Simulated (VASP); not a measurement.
Computed with PBEsol GGA, VASP's PBE PAW potentials (set 64) (plane waves; VASP).

The input files of a VASP run:

### POSCAR
```
TaZr3C4
1
   -0.0039920505     4.6086179794     4.6031959697
    4.6086179794    -0.0039920505     4.6031959697
    2.3023129644     2.3023129644    -0.0000000000
Zr C Ta
3 4 1
Direct
  0.0000000000   0.0000000000   0.0000000000
  0.0000000000   0.5000000000   0.0000000000
  0.5000000000   0.0000000000   0.0000000000
  0.2552069493   0.2552069493   0.4895861015
  0.2597960259   0.7402039741   0.5000000000
  0.7402039741   0.2597960259   0.5000000000
  0.7447930507   0.7447930507   0.5104138985
  0.5000000000   0.5000000000   0.0000000000
```

**INCAR**
```
ALGO = Normal
EDIFF = 1E-6
EDIFFG = -0.02
ENCUT = 520
GGA = PS
IBRION = 2
ISIF = 3
ISMEAR = 1
LASPH = .True.
LCHARG = .False.
LMAXMIX = 6
LREAL = .False.
LWAVE = .False.
NELM = 100
NSW = 60
PREC = Accurate
SIGMA = 0.1
SYSTEM = TaZr3C4
```

**KPOINTS**
```
Regular mesh
0
gamma
 5 5 10
```

POTCAR, in this order: Zr_sv C Ta_pv (PBE.64 set). Program: vasp_std.

Unless said otherwise, spin-orbit coupling is left out, though it shifts the bands of the heavy elements here.

Q: What does the run give for the energy per atom (σ→0), volume per atom, band gap (on the k-mesh)?

A: 
```
Quantity                                                    Result
------------------------  ----------------------------------------
energy per atom (σ→0)                              -10.689 eV/atom
band gap (on the k-mesh)  none (metal, semimetal or under 0.01 eV)
volume per atom                                     12.23 Å^3/atom
```

**OSZICAR**
```
...
   1 F= -.85509191E+02 E0= -.85508991E+02  d E =-.855092E+02
       N       E                     dE             d eps       ncg     rms          rms(c)
DAV:   1    -0.855098715297E+02   -0.68042E-03   -0.38774E-02  4296   0.130E+00    0.185E-01
DAV:   2    -0.855094515733E+02    0.41996E-03   -0.14308E-03  5572   0.218E-01    0.873E-02
DAV:   3    -0.855092655731E+02    0.18600E-03   -0.46885E-04  4692   0.137E-01    0.325E-02
DAV:   4    -0.855092679854E+02   -0.24123E-05   -0.53527E-05  5807   0.350E-02    0.221E-02
DAV:   5    -0.855092673849E+02    0.60052E-06   -0.20455E-06  3322   0.863E-03
   2 F= -.85509267E+02 E0= -.85509106E+02  d E =-.766219E-04
```

The structure was generated: TaZr3C4 was put into an ordered model structure (Cmmm), which need not be its known phase. This run relaxes it. Symmetry was kept, so distortions that lower it aren't found. The start is the result of an earlier pass. The electron count is odd and the run is not spin-polarised, which forces a metal.
